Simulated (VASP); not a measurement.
Consider the following.

```
ZrS2
1.0
    1.80096    -3.16632     0.00000
    1.80096     3.16632     0.00000
    0.00000     0.00000     5.79471
Zr S
1 2
Direct
  0.00000   0.00000   0.00000
  0.33333   0.66667   0.25000
  0.68374   0.35040   0.75000
```

The numbers are results of PBE GGA, VASP's PBE PAW potentials (set 64) (plane waves; VASP 6.6.1), not measurements. Numerical set-up: 400 eV cut-off, 6×6×4 Γ-centred mesh, Fermi-Dirac smearing of 0.30 eV, potentials Zr_sv S.

Problem. Which forces act on the atoms, in eV/Å?

Solution. 
```json
[
 {"atom": "Zr1", "Fx": "0.140", "Fy": "0.020", "Fz": "0.031"},
 {"atom": "S2", "Fx": "0.164", "Fy": "0.062", "Fz": "0.253"},
 {"atom": "S3", "Fx": "-0.304", "Fy": "-0.082", "Fz": "-0.283"}
]
```

Problem. Give the stress tensor in GPa (positive for a compressed cell).

Solution. 
```
4.76  0.64  1.59
0.64  2.85  0.53
1.59  0.53  3.91
```
The pressure is its mean diagonal, 3.84 GPa.

The compound is ZrS2 in the 1T layered structure. The cell was not relaxed at this level, atoms are displaced from their ideal sites. The run is one of a series of settings (ISMEAR = -1, SIGMA = 0.3 against the base run), some of them coarse on purpose.
